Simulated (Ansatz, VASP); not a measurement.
**Ga2S3 in two plane-wave programs**

One calculation is typed for both programs; each brings its own data sets. How far apart do they land? The cell is taken from a series of runs on this material, whose earlier steps may have relaxed, scaled, displaced or heated it; both programs get it as it stands.

Method: plane waves, with VASP 6.6.1 beside it; LDA, r2SCAN and LDA, spin-orbit coupling, in Ansatz 0.2.0.

## Step 1: The starting structure

The structure is orthorhombic, space group Imm2 (No. 44). Conventional cell: a = 3.673 Å, b = 11.141 Å, c = 5.346 Å, α = 90.00°, β = 90.00°, γ = 90.00°. Nearest to Ga lie 4 S at 2.20 to 2.32 Å. S has 3 Ga at 2.32 Å nearest. Nearest to S lie 2 Ga at 2.20 Å. Farther neighbours and most contacts between anions are not listed.

## Step 2: VASP: single point, LDA

A single point takes one fixed geometry, so differences don't come from the geometry; what else differs is listed under the comparison.

Lines of VASP's logs that name or quote its potential files are left out, and so is its time.

The input, INCAR:

```
SYSTEM = Ga2S3
PREC = Accurate
ENCUT = 400
EDIFF = 1E-06
NELM = 120
ISMEAR = -1
SIGMA = 0.02
LREAL = .FALSE.
ALGO = Normal
GGA = PW92
NBANDS = 28
LORBIT = 11
LWAVE = .FALSE.
LCHARG = .FALSE.
ISIF = 2
LASPH = .TRUE.
GGA_COMPAT = .FALSE.
EFERMI = MIDGAP
KPAR = 2
```

The input, POSCAR:

```
Ga2S3
1.0
   -1.8363377600      5.5706192800      2.6730524600
    1.8363377600     -5.5706192800      2.6730524600
    1.8363377600      5.5706192800     -2.6730524600
Ga S
2 3
Direct
    0.1664207900      0.0073656600      0.1590551300
    0.8483105300      0.0073656600      0.8409448700
    0.9074766600      0.2417238300      0.6657528300
    0.5759710000      0.2417238300      0.3342471700
    0.2518200300      0.2518200300      0.0000000000
```

The input, KPOINTS:

```
Automatic mesh
0
Gamma
8 8 8
0 0 0
```

Potentials, in the order of the species: Ga_d and S (LDA family, release 64).

Launch:

```console
mpirun -np 2 vasp_std
```

Numbers of over 12 decimals in the logs are rounded to 6 here.

What it wrote:

```text
[banner, memory and clock lines left out]
running    2 mpi-ranks, on    1 nodes
 distrk:  each k-point on    1 cores,    2 groups
 distr:  one band on    1 cores,    1 groups

 POSCAR found type information on POSCAR GaS
 POSCAR found :  2 types and       5 ions
|                                                                             |
|               ----> ADVICE to this user running VASP <----                  |
|                                                                             |
|     You enforced a specific xc type in the INCAR file but a different       |
|     [... a line on the potential file left out ...]
|     I HOPE YOU KNOW WHAT YOU ARE DOING!                                     |
|                                                                             |

 LDA part: xc-table for (Slater(with rela. corr.)+PW92), standard interpolation
 POSCAR, INCAR and KPOINTS ok, starting setup
 FFT: planning ... GRIDC
 FFT: planning ... GRID_SOFT
 FFT: planning ... GRID
 WAVECAR not read
 entering main loop
       N       E                     dE             d eps       ncg     rms          rms(c)
DAV:   1     0.332973299746E+03    0.33297E+03   -0.18018E+04  5388   0.182E+03
DAV:   2     0.182443609722E+02   -0.31473E+03   -0.30458E+03  6080   0.440E+02
DAV:   3    -0.235135597875E+02   -0.41758E+02   -0.41005E+02  6292   0.136E+02
DAV:   4    -0.255096871536E+02   -0.19961E+01   -0.19877E+01  7376   0.313E+01
DAV:   5    -0.255522802079E+02   -0.42593E-01   -0.42564E-01  6604   0.418E+00    0.108E+01
DAV:   6    -0.246445142216E+02    0.90777E+00   -0.17425E+00  8248   0.266E+01    0.754E+00
DAV:   7    -0.245590722252E+02    0.85442E-01   -0.77639E-01  7544   0.593E+00    0.232E+00
DAV:   8    -0.245491538294E+02    0.99184E-02   -0.15549E-01  6840   0.508E+00    0.109E+00
DAV:   9    -0.245476271627E+02    0.15267E-02   -0.13851E-02  8220   0.166E+00    0.274E-01
DAV:  10    -0.245476202962E+02    0.68665E-05   -0.28302E-03  8324   0.483E-01    0.913E-02
DAV:  11    -0.245476599615E+02   -0.39665E-04   -0.57435E-04  6196   0.214E-01    0.516E-02
DAV:  12    -0.245476600241E+02   -0.62510E-07   -0.42704E-05  7296   0.102E-01    0.190E-02
DAV:  13    -0.245476614684E+02   -0.14443E-05   -0.10679E-05  6504   0.363E-02    0.112E-02
DAV:  14    -0.245476614674E+02    0.94224E-09   -0.94082E-07  3708   0.113E-02
   1 F= -.24547661E+02 E0= -.24547661E+02  d E =-.133107E-15
```

OUTCAR, selected parts (step 2):

```text
ion  position               nearest neighbor table
   1  0.166  0.007  0.159-   5 2.20   4 2.32   3 2.32   3 2.32
   2  0.848  0.007  0.841-   5 2.20   3 2.32   4 2.32   4 2.32
   3  0.907  0.242  0.666-   2 2.32   1 2.32   1 2.32
   4  0.576  0.242  0.334-   1 2.32   2 2.32   2 2.32
   5  0.252  0.252  0.000-   2 2.20   1 2.20

  LATTYP: Found a body centered orthorhombic cell.
 ALAT       =     3.6726755200
 B/A-ratio  =     1.4556431383
 C/A-ratio  =     3.0335482945

 Subroutine GETGRP returns: Found  4 space group operations
 (whereof  4 operations were pure point group operations)

The static configuration has the point symmetry C_2v.

 Found     95 irreducible k-points:

   k-points           NKPTS =     95   k-points in BZ     NKDIM =     95   number of bands    NBANDS=     28

   dimension x,y,z NGX =    42 NGY =   42 NGZ =   42
   dimension x,y,z NGXF=    84 NGYF=   84 NGZF=   84

   ENCUT  =  400.0 eV  29.40 Ry    5.42 a.u.  10.51 10.51 10.51*2*pi/ulx,y,z

   NELECT =      44.0000    total number of electrons

 k-points in reciprocal lattice and weights: Automatic mesh
   0.00000000  0.00000000  0.00000000       0.002
   0.12500000  0.00000000  0.00000000       0.008
   0.25000000  0.00000000  0.00000000       0.008
   0.37500000  0.00000000 -0.00000000       0.008
   0.50000000  0.00000000  0.00000000       0.004
   0.00000000  0.12500000  0.00000000       0.008
   0.12500000  0.12500000  0.00000000       0.016
   0.25000000  0.12500000 -0.00000000       0.016
   0.37500000  0.12500000 -0.00000000       0.016
[...]
-0.37500000 -0.37500000  0.37500000       0.004
   0.50000000  0.50000000  0.50000000       0.002

 average (electrostatic) potential at core
       1 -68.1017       2 -68.1017       3 -88.6671       4 -88.6671       5 -87.7293

 E-fermi :   4.1136

 k-point     1 :       0.0000    0.0000    0.0000
  band No.  band energies     occupation
    ...
     18       0.3608      2.00000
     19       1.2516      2.00000
     20       2.3836      2.00000
     21       2.4598      2.00000
     22       3.3435      2.00000
     23       4.7527      0.00000
     24       5.9203      0.00000
     25       7.4646      0.00000
     26       8.5126      0.00000
     27       8.5884      0.00000
    ...

 k-point     2 :       0.1250    0.0000    0.0000
  band No.  band energies     occupation
    ...
     18       0.3902      2.00000
     19       1.2340      2.00000
     20       1.9911      2.00000
     21       2.3339      2.00000
     22       3.3117      2.00000
     23       5.0987      0.00000
     24       5.9233      0.00000
     25       7.4436      0.00000
     26       8.4525      0.00000
     27       8.6129      0.00000
    ...

 k-point     3 :       0.2500    0.0000    0.0000
  band No.  band energies     occupation
    ...
     18       0.5108      2.00000
     19       1.1649      2.00000
     20       1.2058      2.00000
     21       2.1194      2.00000
     22       3.2557      2.00000
     23       5.5859      0.00000
     24       5.8760      0.00000
     25       7.3327      0.00000
     26       8.1442      0.00000
     27       8.8076      0.00000
    ...

  Total       -1.9036709     -1.8689479     -1.7557797      0.0000000      0.0000000      0.0000000
  in kB      -27.8855317    -27.3768988    -25.7191786      0.0000000      0.0000000      0.0000000
  external PRESSURE =     -26.9938697 kB  Pullay stress =       0.0000000 kB

  energy-cutoff  :      400.00
  volume of cell :      109.38
      direct lattice vectors                 reciprocal lattice vectors
    -1.836337760  5.570619280  2.673052460     0.000000000  0.089756628  0.187052072
     1.836337760 -5.570619280  2.673052460     0.272281064  0.000000000  0.187052072
     1.836337760  5.570619280 -2.673052460     0.272281064  0.089756628  0.000000000

 POSITION                                       TOTAL-FORCE (eV/Angst)
 -----------------------------------------------------------------------------------
      0.00000      1.77207      0.03938         0.000000      0.033002      0.007113
      0.00000      9.36917      0.03938        -0.000000     -0.033002      0.007113
      0.00000      7.41731      1.29228        -0.000000      0.026716      0.014978
     -0.00000      3.72393      1.29228        -0.000000     -0.026716      0.014978
      0.00000      0.00000      1.34626         0.000000     -0.000000     -0.044180
 -----------------------------------------------------------------------------------
    total drift:                                0.000003      0.000001      0.000200

  FREE ENERGIE OF THE ION-ELECTRON SYSTEM (eV)
  ---------------------------------------------------
  free  energy   TOTEN  =       -24.5476614674 eV

  energy  without entropy=      -24.5476614674  energy(sigma->0) =      -24.54766147

 total charge
# of ion       s       p       d       tot
------------------------------------------
    1        0.840   0.796  10.062  11.697
    2        0.840   0.796  10.062  11.697
    3        1.340   2.373   0.000   3.713
    4        1.340   2.373   0.000   3.713
    5        1.347   2.368   0.000   3.715
--------------------------------------------------
tot          5.707   8.705  20.123  34.535

[... 3 further parts left out ...]
```

The run ends at a pressure of -2.70 GPa, with forces up to 0.044 eV/Å.

## Step 3: Ansatz: single point, LDA

Ansatz runs on its PAW soft_1 files.

The same cell, functional (in two slightly different forms), mesh and smearing now go to Ansatz, which takes its cutoff from its data sets.

The input, input.yaml:

```yaml
crystal:
  lattice:
    - [-1.83633776, 5.57061928, 2.67305246]
    - [1.83633776, -5.57061928, 2.67305246]
    - [1.83633776, 5.57061928, -2.67305246]
  atoms:
    - { symbol: Ga, position: [0.16642079, 0.00736566, 0.15905513] }
    - { symbol: Ga, position: [0.84831053, 0.00736566, 0.84094487] }
    - { symbol: S, position: [0.90747666, 0.24172383, 0.66575283] }
    - { symbol: S, position: [0.575971, 0.24172383, 0.33424717] }
    - { symbol: S, position: [0.25182003, 0.25182003, 0.0] }
kpoints:
  mp_grid: { grid: [8, 8, 8] }
  band_path:
    path:
      - [[0.0, 0.0, 0.0], [0.5, -0.5, 0.5], [0.27716678, -0.27716678, 0.72283322]]
      - [[-0.27716678, 0.27716678, 0.27716678], [0.0, 0.0, 0.0], [0.30756361, 0.30756361, -0.30756361]]
      - [[0.69243639, -0.30756361, 0.30756361], [0.5, -0.5, 0.5]]
      - [[0.0, 0.0, 0.0], [0.0, 0.5, 0.0], [0.25, 0.25, 0.25], [0.5, 0.0, 0.0], [0.0, 0.0, 0.0], [0.0, 0.0, 0.5], [0.25, 0.25, 0.25]]
    npoints: 10
hamiltonian:
  xc: lda
  pseudopotentials: { kind: paw, azcp: { folder: soft_1 }, xc_functional: pbe }
scf:
  occupations: { method: fermi_dirac, width: 0.02 }
  n_extra_bands: 5
output:
  eigenvalues: true
  write_density: true
  write_potential: true
  elf: true
  volumetric_format: npy
```

Launch:

```console
ansatz run input.yaml --threads 2 --pin off --max-ram 73728MiB --backend cuda --events-out ev --progress --plain --runs-dir out --devices 1 --max-vram 13GiB
```

What it wrote:

```text
basis.fft_grid_basis auto: the FFT boxes are laid along the combinations [[1, 1, 0], [0, 1, 0], [0, 1, 1]] of the cell's own vectors, 5.346, 6.446 and 3.673 Å long. The dense box has 36×45×25 points. Along the cell's own vectors, as sized, it would have 45×45×45, 2.25 times as many. Of the 4 symmetry operations that the crystal satisfies within crystal.symmetry.tolerance (time reversal apart; of a slab, those that ke [...]
scf.n_extra_bands = 5 over 22 filled bands (N_el = 44.0): the run solves 27 bands
GPUs: using 1 of 1 available (devices: 1).
Engine: ansatz 0.2.0, x86_64-unknown-linux-gnu
Pseudopotentials: kind: paw
Pseudopotential: Ga, paw, valence charge 13, recommended cutoff 420 eV (normal), soft_1/Ga.paw.azcp
Pseudopotential: S, paw, valence charge 6, recommended cutoff 420 eV (normal), soft_1/S.paw.azcp
Functional definition: SPW92
  exchange = slater_x
  correlation = pw_c
device memory: the entry about to start is reckoned to put 2.8 GiB on a device that reports 74.2 GiB free (of which the cap on the GPU budget leaves the run 13.0 GiB)
GPU FFT provider: cuFFT
GPU libraries: cuBLAS 13.8.2, cuFFT 12.4.0, cuSOLVER 12.3.4
Crystal: 5 atoms, lattice volume = 109.376 Å³
Basis set: ecut = 420 eV, 2133 PW (Γ), FFT grids on a1+a2, a2, a2+a3
Bands: 27, of which v1, the nominal top of the filled ones, is band 22 counted from 1 (21 counted from 0)
Symmetry: 4 space group operations
Space group: Imm2 (ITA 44), of the structure as read, at distance tolerance 4.8e-5 Å
k-points: 95 of 512 (time reversal used)
Non-local potential: Ga, projectors of the file, l = 0: 2, l = 1: 2, l = 2: 3, l = 3: 1
Non-local potential: S, projectors of the file, l = 0: 2, l = 1: 2, l = 2: 1
PAW form: soft (Blöchl's): semilocal exchange-correlation on the pseudo side does not see the compensation charge
PAW frozen core: Ga, regenerated for the run's functional, and the local potential with it (the file was generated under x = pbe(κ = 0.804, μ = 0.219515), c = pbe(β = 0.066725))
PAW frozen core: S, regenerated for the run's functional, and the local potential with it (the file was generated under x = pbe(κ = 0.804, μ = 0.219515), c = pbe(β = 0.066725))
PAW one-centre angular grid: Ga, 590 points (default); XC on 64 Gauss nodes
PAW one-centre angular grid: S, 110 points (default); XC on 64 Gauss nodes
Initial density: superposition of atomic densities (chi_scale 0.1, normalization cell, long waves kept (reshape's long-wave potential 0.05 eV rms))
Initial wavefunctions: pseudopotential atomic-orbital guess
GPU buffer pool allocated for 40500 grid points (all kernels)
GPU transforms: local potential and band sums: pruned to the plane-wave sphere, on 36×45×25
Functional: x = slater, c = lda
SCF iter   1: F=—  HF=-10026.433676 eV  |F-HF|=—  |Δ(HF+E_count)|=         —  Δρ=4.81e-2  dr2=1.65e0  ethr=3.10e-3  ⟨swp⟩=7.5  Hψ=13079  notcnv=0
preconditioner: auto → Resta (q_TF=auto, 2.344 Å⁻¹)  ε∞=3.7  [insulator: Δε(μ)=1.680 eV  Ē_g=14.266 eV  σ=0.020 eV  W_gap=1.00  n_scr=20 (ndim 8)  ℏωp=23.6 eV  f_vac=0.000  D(μ)=0.00/eV (n_scr^D=0)  ε∞_Penn≈3.7]
SCF iter   2: F=—  HF=-10026.012990 eV  |F-HF|=—  |Δ(HF+E_count)|=   4.21e-1  Δρ=2.23e-2  dr2=3.98e-1  ethr=3.10e-3  ⟨swp⟩=3.0  Hψ=5787  notcnv=0  defer=95
SCF iter   3: F=—  HF=-10025.872698 eV  |F-HF|=—  |Δ(HF+E_count)|=   1.40e-1  Δρ=6.01e-3  dr2=3.22e-2  ethr=9.04e-4  ⟨swp⟩=2.2  Hψ=4911  notcnv=0  defer=95
SCF iter   4: F=—  HF=-10025.848941 eV  |F-HF|=—  |Δ(HF+E_count)|=   2.38e-2  Δρ=1.96e-3  dr2=4.27e-3  ethr=7.31e-5  ⟨swp⟩=3.0  Hψ=5275  notcnv=0  defer=95
SCF iter   5: F=—  HF=-10025.849531 eV  |F-HF|=—  |Δ(HF+E_count)|=   5.91e-4  Δρ=7.15e-4  dr2=6.60e-4  ethr=9.70e-6  ⟨swp⟩=2.0  Hψ=4570  notcnv=0  defer=95
SCF iter   6: F=—  HF=-10025.849468 eV  |F-HF|=—  |Δ(HF+E_count)|=   6.34e-5  Δρ=1.56e-4  dr2=3.99e-5  ethr=1.50e-6  ⟨swp⟩=2.7  Hψ=4254  notcnv=0  defer=95
SCF iter   7: F=—  HF=-10025.849605 eV  |F-HF|=—  |Δ(HF+E_count)|=   1.37e-4  Δρ=6.14e-5  dr2=4.76e-6  ethr=9.06e-8  ⟨swp⟩=2.8  Hψ=4666  notcnv=0  defer=95
SCF iter   8: F=—  HF=-10025.849605 eV  |F-HF|=—  |Δ(HF+E_count)|=   3.99e-7  Δρ=1.80e-5  dr2=4.84e-7  ethr=1.08e-8  ⟨swp⟩=2.1  Hψ=3501  notcnv=0  defer=95
SCF iter   9: F=-10025.849605 eV  HF=-10025.849605 eV  |F-HF|=1.27e-8  |Δ(HF+E_count)|=   1.32e-7  Δρ=4.97e-6  dr2=3.56e-8  ethr=2.27e-10  ⟨swp⟩=10.2  Hψ=9504  notcnv=0
SCF 1 converged in 9 iterations: F = -10025.849605 eV  dr2 = 3.56e-8
  greatest PAW one-centre occupation: 0.995 electrons in one spin orbital (limit 2), on the Ga atom at site 0 (counted from 0), in its partial waves of l = 2
device memory: the entry about to start is reckoned to put 1.0 GiB on a device that reports 69.1 GiB free (of which the cap on the GPU budget leaves the run 13.0 GiB)
NSCF: frozen V_eff on 114 k-points
SCF converged after 9 iterations
Free energy (F): -10025.849605 eV
Harris-Foulkes:  -10025.849605 eV  (|F-HF|=1.27e-8)
Internal energy: -10025.849605 eV  (E = F + TS)
E sigma→0 (E₀):  -10025.849605 eV
Fermi energy:    6.142097 eV
--- Per-component energies (eV) ---
  E_band       = -200.847046
  E_kinetic    = 540.362854
  E_local      = -4060.105182  (includes V_loc(G=0)·N_el)
  E_nonlocal   = -73.034573
  E_hartree    = 2304.733053
  E_xc         = -388.819774
  E_vxc        = -359.331585  (∫ρ·V_xc dr)
  E_paw        = -5565.934199  (= ΣΔE_a)
  E_vpaw       = -858.205208  (= ΣTr[D̂ρ^β])
  E_aug_tail   = -0.000422  (compensation charges beyond the density's cutoff)
  E_ewald      = -2786.967918
  E_core_change = 3.916556  (= ΣΔE_core)
  E_smearing   = -0.000000  (= −TS)
  E_closure    = -0.000000  (closes the sum)
  Σ components = -10025.849605   (vs F -10025.849605, Δ=0.00e0)
--- Band table (eV; the first three rows and the last of 95) ---
  k-point 0: bands = [... 18 lower, 3.2825, 4.4162, 4.4942, 5.3752, 6.7568, 7.9372, 9.4773, 10.5181, ... 1 higher]
  k-point 1: bands = [... 18 lower, 2.7764, 4.2567, 4.3023, 4.9048, 7.4711, 8.7277, 9.8370, 10.2218, ... 1 higher]
  k-point 2: bands = [... 18 lower, 2.5319, 3.6299, 3.9124, 4.3269, 8.1894, 9.1524, 9.4899, 9.7060, ... 1 higher]
  k-point 94: bands = [... 18 lower, 3.2681, 3.4741, 3.5462, 5.5064, 7.5065, 7.7468, 7.8099, 10.2438, ... 1 higher]
```

The column dr2 measures how far the density is from self-consistency, as an energy; F and HF (Harris–Foulkes) agree once it is small.

## Step 4: Differences

Known differences besides the potentials themselves: the cutoff is 420 eV in Ansatz and 400 eV in VASP; VASP's log shows a relativistic correction to its local exchange, Ansatz's none. Total energies have different zeros and are not compared.

The two programs side by side:

```
              quantity  Ansatz   VASP  difference
gap on the k mesh (eV)   1.250  1.278      -0.028
```

A gap on the mesh is an upper bound, since the band edges may lie between its points.

## Step 5: Ansatz: single point, r2SCAN

A single point takes one fixed geometry, so differences don't come from the geometry; what else differs is listed under the comparison.

The cell is taken from a series of runs on this material, whose earlier steps may have relaxed, scaled, displaced or heated it; both programs get it as it stands.

The input, input.yaml:

```yaml
crystal:
  lattice:
    - [-1.83633776, 5.57061928, 2.67305246]
    - [1.83633776, -5.57061928, 2.67305246]
    - [1.83633776, 5.57061928, -2.67305246]
  atoms:
    - { symbol: Ga, position: [0.16642079, 0.00736566, 0.15905513] }
    - { symbol: Ga, position: [0.84831053, 0.00736566, 0.84094487] }
    - { symbol: S, position: [0.90747666, 0.24172383, 0.66575283] }
    - { symbol: S, position: [0.575971, 0.24172383, 0.33424717] }
    - { symbol: S, position: [0.25182003, 0.25182003, 0.0] }
kpoints:
  mp_grid: { grid: [8, 8, 8] }
  band_path:
    path:
      - [0.0, 0.0, 0.0]
      - [0.5, -0.5, 0.5]
      - [0.27716678, -0.27716678, 0.72283322]
      - [-0.27716678, 0.27716678, 0.27716678]
      - [0.30756361, 0.30756361, -0.30756361]
      - [0.69243639, -0.30756361, 0.30756361]
      - [0.0, 0.5, 0.0]
      - [0.25, 0.25, 0.25]
    npoints: 1
hamiltonian:
  xc: r2scan
  pseudopotentials: { kind: paw, azcp: { folder: soft_1 } }
scf:
  occupations: { method: fixed }
  n_extra_bands: 5
output:
  eigenvalues: true
```

What it wrote:

```text
[...]
GPUs: using 1 of 1 available (devices: 1).
[...]
GPU FFT provider: cuFFT
GPU libraries: cuBLAS 13.8.2, cuFFT 12.4.0, cuSOLVER 12.3.4
Crystal: 5 atoms, lattice volume = 109.376 Å³
Basis set: ecut = 500 eV, 2767 PW (Γ), FFT grids on a1+a2, a2+a3, a3, exchange–correlation on 160×108×192 points (64 copies of the dense FFT grid, shifted against one another)
[...]
--- Band table (eV; the first three rows and the last of 95) ---
  k-point 0: bands = [... 18 lower, 3.1954, 4.3580, 4.4495, 5.3644, 7.4591, 8.4837, 10.0589, 11.0696, ... 1 higher]
  k-point 1: bands = [... 18 lower, 2.7099, 4.2194, 4.2518, 4.9247, 8.1180, 9.2757, 10.3988, 10.8023, ... 1 higher]
  k-point 2: bands = [... 18 lower, 2.4895, 3.6131, 3.8898, 4.3097, 8.7783, 9.6990, 10.0709, 10.2665, ... 1 higher]
  k-point 94: bands = [... 18 lower, 3.2535, 3.4344, 3.4567, 5.4951, 8.0510, 8.3501, 8.3612, 10.7778, ... 1 higher]
[key lines of the parts left out:]
SCF converged after 9 iterations
Free energy (F): -10302.037889 eV
Fermi energy:    5.495109 eV
```

(Part 1 of 2 ends here.)

[Lines on the potential files, build, host, timing and source positions are cut from VASP's logs without a mark.]

[Logs are printed without paths, hosts, clocks, repeated set-up lines and the standing remarks that a program may print on its own settings, such as how far it seeks lower states.]

[Hosts, paths, dates, database ids (printed as entryN), source tags and the programs' standing remarks are cut or masked in the printed files.]
